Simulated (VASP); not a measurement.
```xyz
2
Lattice="1.5785 -2.7340 0.0000 1.5785 2.7340 0.0000 0.0000 0.0000 4.9916" Properties=species:S:1:pos:R:3 pbc="T T T"
Hf     1.5785     0.9114     1.2479
Hf     1.5785    -0.9114     3.7437
```

These are PBEsol GGA, VASP's PBE PAW potentials (set 64) (plane waves; VASP) values and carry that method's errors. Run with 480 eV cut-off, 12×12×8 Γ-centred mesh, first-order Methfessel-Paxton smearing of 0.10 eV, potentials Hf_pv.

Energy and stress use the plane-wave basis of the starting cell.

Q: The ions, cell shape and volume at an external pressure of 5.0 GPa are relaxed. Predict the relaxed structure.

A: 
```xyz
2
Lattice="1.5555 -2.6943 0.0000 1.5555 2.6943 0.0000 0.0000 0.0000 4.9303" Properties=species:S:1:pos:R:3 pbc="T T T"
Hf     1.5555     0.8981     1.2326
Hf     1.5555    -0.8981     3.6977
```
Space group P6_3/mmc (194), at a tolerance of 0.03 Å.

Q: How do energy and volume change from the first to the last step?

A: The energy (σ→0) changes by +12.8 meV/atom and the volume by -4.1 %, in 5 ionic steps.

```csv
step,E(σ→0) (eV),max force (eV/Å),pressure (GPa),volume (Å³)
1,-21.0046,0.000,-0.08,43.08
2,-20.8439,0.000,13.68,38.96
3,-20.9800,0.000,4.91,41.36
4,-20.9789,0.000,5.02,41.33
5,-20.9790,0.000,5.02,41.33
```

The compound is Hf in the hcp structure. This run relaxes it under an external pressure of 5 GPa. Symmetry was kept, so distortions that lower it aren't found.
